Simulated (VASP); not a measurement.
These are TPSS meta-GGA, VASP's PBE PAW potentials (set 64) (plane waves; VASP) values and carry that method's errors.

A VASP calculation is set up with these files.

INCAR:
```
SYSTEM = TiO2
PREC = Accurate
ENCUT = 520
EDIFF = 1E-6
NELM = 100
ALGO = Normal
LREAL = .FALSE.
LASPH = .TRUE.
ISMEAR = 0
SIGMA = 0.05
METAGGA = TPSS
LMIXTAU = .TRUE.
LMAXMIX = 4
LWAVE = .FALSE.
LCHARG = .FALSE.
IBRION = 2
ISIF = 3
NSW = 60
EDIFFG = -0.02
```

File KPOINTS:
```
Regular mesh
0
Gamma
 5 5 7
0 0 0
```

File POSCAR:
```
TiO2
1
    4.6250178416     0.0000000000     0.0000000000
    0.0000000000     4.6250178416     0.0000000000
    0.0000000000     0.0000000000     2.9732026961
Ti O
2 4
Direct
  1.0000000000   1.0000000000   1.0000000000
  0.5000000000   0.5000000000   0.5000000000
  0.3043559983   0.3043559983   0.0000000000
  0.8043559983   0.1956440017   0.5000000000
  0.1956440017   0.8043559983   0.5000000000
  0.6956440017   0.6956440017   1.0000000000
```

POTCAR, in this order: Ti_sv O (PBE.64 set). Program: vasp_std.

The run wrote:

OUTCAR:
```
 ion  position               nearest neighbor table
   1  0.000  0.000  0.000-   4 1.96   5 1.96   4 1.96   5 1.96   3 1.99   6 1.99
   2  0.500  0.500  0.500-   3 1.96   6 1.96   3 1.96   6 1.96   5 1.99   4 1.99
   3  0.304  0.304  0.000-   2 1.96   2 1.96   1 1.99
   4  0.804  0.196  0.500-   1 1.96   1 1.96   2 1.99
   5  0.196  0.804  0.500-   1 1.96   1 1.96   2 1.99
   6  0.696  0.696  0.000-   2 1.96   2 1.96   1 1.99
  LATTYP: Found a simple tetragonal cell.
 ALAT       =     4.6250178416
 C/A-ratio  =     0.6428521571
 Subroutine PRICEL returns:
 Original cell was already a primitive cell.
 Subroutine GETGRP returns: Found 16 space group operations
The static configuration has the point symmetry D_2h.
 The point group associated with its full space group is D_4h.
The dynamic configuration has the point symmetry D_2h.
 Subroutine INISYM returns: Found 16 space group operations
 Subroutine IBZKPT returns following result:
 Found     24 irreducible k-points:

 Following reciprocal coordinates:
            Coordinates               Weight
  0.000000  0.000000  0.000000      1.000000
  0.200000  0.000000  0.000000      4.000000
  0.400000  0.000000  0.000000      4.000000
...
```

**OSZICAR**
```
       N       E                     dE             d eps       ncg     rms          rms(c)
DAV:   1     0.647039995260E+03    0.64704E+03   -0.25073E+04  1344   0.202E+03
DAV:   2     0.460351198148E+02   -0.60100E+03   -0.58348E+03  1392   0.585E+02
DAV:   3    -0.628965588235E+02   -0.10893E+03   -0.10377E+03  2204   0.206E+02
DAV:   4    -0.704718569624E+02   -0.75753E+01   -0.75309E+01  1864   0.548E+01
DAV:   5    -0.708003771652E+02   -0.32852E+00   -0.32818E+00  1912   0.997E+00    0.289E+01
DAV:   6    -0.844264217650E+02   -0.13626E+02   -0.30610E+02  1416   0.160E+02    0.244E+01
DAV:   7    -0.796936543189E+02    0.47328E+01   -0.11835E+01  1696   0.364E+01    0.159E+01
DAV:   8    -0.766144038792E+02    0.30793E+01   -0.38022E+01  1592   0.441E+01    0.554E+00
DAV:   9    -0.768862641479E+02   -0.27186E+00   -0.27969E+00  1688   0.150E+01    0.296E+00
DAV:  10    -0.769454766280E+02   -0.59212E-01   -0.21018E-01  1600   0.351E+00    0.273E+00
DAV:  11    -0.768594500301E+02    0.86027E-01   -0.76775E-01  1704   0.683E+00    0.382E-01
DAV:  12    -0.768936906436E+02   -0.34241E-01   -0.43355E-02  1576   0.179E+00    0.185E-01
DAV:  13    -0.768957841662E+02   -0.20935E-02   -0.18852E-02  1876   0.103E+00    0.278E-01
DAV:  14    -0.768965428071E+02   -0.75864E-03   -0.13875E-03  1588   0.360E-01    0.184E-01
DAV:  15    -0.768962120745E+02    0.33073E-03   -0.43534E-03  1720   0.508E-01    0.567E-02
DAV:  16    -0.768968968072E+02   -0.68473E-03   -0.23593E-04  1548   0.156E-01    0.556E-02
DAV:  17    -0.768968356589E+02    0.61148E-04   -0.82168E-05  1704   0.835E-02    0.109E-02
DAV:  18    -0.768968833092E+02   -0.47650E-04   -0.50851E-05  1984   0.529E-02    0.294E-02
DAV:  19    -0.768968793554E+02    0.39539E-05   -0.10185E-05  1672   0.278E-02    0.173E-02
DAV:  20    -0.768968869668E+02   -0.76114E-05   -0.47020E-06  1452   0.242E-02    0.398E-03
DAV:  21    -0.768968876037E+02   -0.63690E-06   -0.61621E-07   892   0.815E-03
   1 F= -.76896888E+02 E0= -.76896888E+02  d E =-.768969E+02
```

**OUTCAR**
```
------------------------ aborting loop because EDIFF is reached ----------------------------------------
  FORCE on cell =-STRESS in cart. coord.  units (eV):
  Direction    XX          YY          ZZ          XY          YZ          ZX
  --------------------------------------------------------------------------------------
  Total        0.0446559      0.0446559      0.0625551      0.0000000      0.0000000      0.0000000
  in kB        1.1249632      1.1249632      1.5758769      0.0000000      0.0000000      0.0000000
  external PRESSURE =       1.2752678 kB  Pullay stress =       0.0000000 kB
  volume of cell :       63.60
      direct lattice vectors                 reciprocal lattice vectors
     4.625017842  0.000000000  0.000000000     0.216215382  0.000000000  0.000000000
     0.000000000  4.625017842  0.000000000     0.000000000  0.216215382  0.000000000
     0.000000000  0.000000000  2.973202696     0.000000000  0.000000000  0.336337647
 POSITION                                       TOTAL-FORCE (eV/Angst)
 -----------------------------------------------------------------------------------
      0.00000      0.00000      0.00000         0.000000      0.000000      0.000000
      2.31251      2.31251      1.48660         0.000000      0.000000      0.000000
      1.40765      1.40765      0.00000         0.007680      0.007680      0.000000
      3.72016      0.90486      1.48660         0.007680     -0.007680      0.000000
      0.90486      3.72016      1.48660        -0.007680      0.007680      0.000000
      3.21737      3.21737      0.00000        -0.007680     -0.007680      0.000000
 -----------------------------------------------------------------------------------
    total drift:                                0.000000     -0.000000      0.000000
  FREE ENERGIE OF THE ION-ELECTRON SYSTEM (eV)
  ---------------------------------------------------
  free  energy   TOTEN  =       -76.8968876037 eV

  energy  without entropy=      -76.8968876037  energy(sigma->0) =      -76.89688760

 reached required accuracy - stopping structural energy minimisation
```
(Selected blocks of OUTCAR.)

The compound is TiO2 in the rutile structure. It was relaxed first. The start is the result of an earlier pass.
